# PtSe: a step in U that is partly a step in magnetism

Raise the Hubbard U on platinum by 1 eV, keep the functional and the crystal as they are, and the change in pressure should be the effect of U. The r2SCAN+U rows seem made for this reading, with U = 3 eV in two of them and U = 4 eV in the third. It should hardly matter which of the two rows at 3 eV serves as the start, since PtSe isn't a compound in which one looks for magnetism. It does matter: one choice gives an effect of U more than twice as large as the other.

PtSe (F-43m, 2-atom cell, 28.02 Å³/atom) at fixed geometry, computed in VASP with PBE, PBE+U and r2SCAN+U, recommended PAW PBE potentials, a 520 eV plane-wave cutoff and no spin-orbit coupling. Pt2, Pt3 and Pt4 mean U = 2, 3 and 4 eV on the Pt d shell, and the spin column includes the starting order of the moments. Pressure is positive in compression.

```tsv
method	rung	Hubbard U, eV	spin	k mesh	smearing	pressure (GPa)
PBE	GGA	none	none	8x8x8 2-atom cell	Fermi-Dirac 0.05eV	-11.140
PBE+U	GGA	Pt2	non-collinear random	5x5x5 2-atom cell	gaussian 0.05eV	-11.320
PBE+U	GGA	Pt4	collinear random	5x5x5 2-atom cell	gaussian 0.05eV	-11.820
PBE+U	GGA	Pt2	collinear random	5x5x5 2-atom cell	gaussian 0.05eV	-11.320
r2SCAN+U	meta-GGA	Pt4	none	5x5x5 2-atom cell	gaussian 0.05eV	-14.150
r2SCAN+U	meta-GGA	Pt3	collinear nm	5x5x5 2-atom cell	gaussian 0.05eV	-13.870
r2SCAN+U	meta-GGA	Pt3	collinear afm	5x5x5 2-atom cell	gaussian 0.05eV	-13.540
```

In the column for U, Pt3 means U = 3 eV on the d shell of Pt. Pressure is positive in compression, so the negative values in every row belong to a stretched cell that would contract if it were free to. A more negative pressure means a stronger pull inward.

## Two rows that should agree

The two r2SCAN+U rows at U = 3 eV have the same functional, mesh, smearing and cell. They differ only in the moments with which the calculation began, yet their pressures are −13.87 and −13.54 GPa. Had both runs reached the same state, the start would have left no trace. A gap of 0.33 GPa between them is therefore the first sign that two different electronic states are being compared.

The final moments confirm it. The row labelled "collinear nm" began without moments and ended without them. The row labelled "collinear afm" ended with a total moment of about 0.9 µB per cell, on Pt and Se in the same direction. The label describes an intended start, not the result: with a single Pt atom in the repeated cell, neighbouring Pt atoms can't point in opposite directions.

The energy then tells which state to prefer at this level of theory. The magnetised state lies about 21 meV per cell lower, so the non-magnetic run did not find the ground state. It converged properly all the same. If both spins start out equal, they feel equal potentials and remain equal, even when a small imbalance would grow and lower the energy.

## How the hidden state distorts the effect of U

The row with U = 4 eV was run without spin, which forces the moment to be zero. Its proper partner is the non-magnetic row at 3 eV, and between these two the pressure changes by −0.28 GPa. Starting from the magnetised row instead gives −0.61 GPa. The second figure contains the effect of U and also the loss of the moment, and the loss is the larger part.

The tempting mistake is to choose the row of lowest energy at 3 eV and compare it with the only row at 4 eV. Each choice looks sensible, but together they compare a magnet with a non-magnet. A difference in U can be read from two rows when both are in the same kind of magnetic state, or when each has been shown to be the lowest state for its own U. This pair meets neither condition.

## Why a moment changes the pressure

Let G be the energy gained by forming the moment, per cell of volume V. Pressure is minus the derivative of energy with respect to volume, so the moment shifts the pressure by

ΔP = dG/dV.

The shift is positive here, which means that the gain grows as the cell is stretched. Its rate can be worked out from the two rows at U = 3 eV:

- The cell has V = 2 × 28.02 = 56.04 Å³, and G = 20.54 meV.
- G/V is then 0.02054 eV / 56.04 Å³, or about 0.059 GPa, since 1 eV/Å³ is about 160 GPa.
- The exponent of growth is ΔP/(G/V) = 0.33/0.059 ≈ 5.6.

Near this volume, a cell larger by 1% would thus gain nearly 6% more energy from its moment. The argument needs no picture of the bonding, only the definition of pressure.

Band theory offers a likely reason for such a steep rise, though these runs don't test it. To form a moment, electrons must leave filled states of one spin for empty states of the other, and this costs band energy. Stretching the crystal weakens the overlap between Pt d and Se p orbitals, which narrows the bands and usually crowds more states near the Fermi energy. The transfer then becomes cheaper, while the exchange energy that rewards it stays much the same. This is the Stoner mechanism, and it suggests that letting the cell contract would weaken the magnetism.

## Why U encourages the moment

The +U term lowers d orbitals that are more than half filled and raises those that are less filled. Once one spin has slightly more d electrons than the other, its orbitals are lowered further. The imbalance feeds itself, so U acts like additional exchange.

A rough estimate hints that this push matters. If the Pt moment of about 0.57 µB is shared evenly among five d orbitals, U = 3 eV separates the two spins by 3 × 0.57/5 ≈ 0.3 eV. The computed splitting of the nearest filled pair of levels at the zone centre is of the same order. Even sharing is a crude assumption, though: the next filled pair below splits by about 0.63 eV, which suggests that the d orbitals don't all feel the same push. The estimate therefore can't divide the splitting between U and the functional.

The PBE+U rows fit this account. At U = 2 eV the non-collinear run began with a moment of about half a µB and lost nearly all of it. At U = 4 eV the collinear run began with a similar moment on Pt and ended with a total of about 0.65 µB. Raising U in PBE therefore changes the magnetic state as well as the orbital energies, and the pressure records both.

## Can the two effects simply be added?

The simplest model lets the pressure change linearly with U and with the square of the total moment M:

ΔP = a ΔU + b Δ(M²).

The square appears because reversing every spin leaves the energy unchanged, so a term linear in M can't occur. The three r2SCAN+U rows fix both constants, a from the non-magnetic pair and b from the pair at equal U. The PBE+U rows had no part in this, so they can test whether the constants carry over.

The collinear PBE+U run at 2 eV ended with a moment too small to matter for this estimate, so it is taken as zero here. Its pressure also equals that of the non-collinear run as printed. For PBE+U from 2 to 4 eV, the U part is 2 × (−0.28) = −0.56 GPa and the moment adds about 0.17 GPa. The sum is −0.39 GPa, against a computed change of −0.50 GPa. The model has the right sign and size, but U alone comes slightly closer. This test can't confirm the moment term in PBE: its constants come from another functional, and the effect of U need not be linear. The evidence for the moment's effect on pressure remains the direct comparison in r2SCAN+U. The printed output below gives both versions of the estimate.

## What survives, and what to check

The difference between the functionals is larger than this confusion of states. Every r2SCAN+U row has a more negative pressure than every PBE or PBE+U row, and the closest two are still 1.72 GPa apart. The order is therefore safe within this table. The distance at U = 4 eV is less clean, because the PBE+U row is magnetised and the r2SCAN+U row is not. The r2SCAN+U runs also use potentials made for PBE, which may add an error of its own to the size of the difference.

The step from plain PBE to PBE+U at 2 eV needs similar care. It is only −0.18 GPa, and the mesh and the smearing change along with U. In a metal both affect how states near the Fermi energy are filled, so this small difference should not be credited to U alone.

A lower energy also doesn't make the moment real. Both r2SCAN and +U are known to favour moments too strongly in some metals with mobile d electrons. Spin-orbit coupling, strong in platinum, is absent from these runs and could weaken or remove the moment. The 5x5x5 mesh is coarse for a balance that depends on states at the Fermi energy, so the energy gain should be repeated on a denser one.

For a neighbouring case, take r2SCAN+U at U = 4 eV and let it start with a finite moment. If the moment survives at about the size found at 3 eV, the simple model expects the pressure to rise from −14.15 GPa to about −13.8 GPa, and further for a larger moment. Before such a value is used to measure the effect of U, the final moments should be read and the energies from different starts compared. The label of the run is no substitute for either.

Output of the analysis:

```
Pressure shift from the moment in r2SCAN+U at U 3 eV, GPa: 0.33
Energy gain of the magnetised state there, meV per cell: 20.54
Local exponent of the energy gain with volume: 5.62
Pressure change for U 3 to 4 eV in r2SCAN+U, both without moment, GPa: -0.28
Apparent change for U 3 to 4 eV if the magnetised row is taken as start, GPa: -0.61
Ratio of apparent to clean change: 2.179
Pressure change in PBE+U for U 2 to 4 eV, GPa: -0.5
Estimated part of the moment in the PBE+U row at 4 eV, GPa: 0.1736
PBE+U at 4 eV predicted from U alone, GPa: -11.88
Miss of U alone, prediction less value, GPa: -0.06
PBE+U at 4 eV predicted from U and moment, GPa: -11.71
Miss of U and moment, prediction less value, GPa: 0.1136
Change from plain PBE to PBE+U at 2 eV with mesh and smearing changed too, GPa: -0.18
r2SCAN+U less PBE+U at U 4 eV as printed, GPa: -2.33
Smallest distance between any PBE row and any r2SCAN row, GPa: 1.72
Rough +U share of the spin splitting in r2SCAN+U at 3 eV, eV: 0.3408
Computed splitting of the nearest filled zone-centre pair there, eV: 0.363
Rough +U share of the spin splitting in PBE+U at 4 eV, eV: 0.3336
Computed splitting of the nearest filled zone-centre pair in that row, eV: 0.254
Total moment left in the non-collinear PBE+U row at 2 eV, muB: 0.04261
```
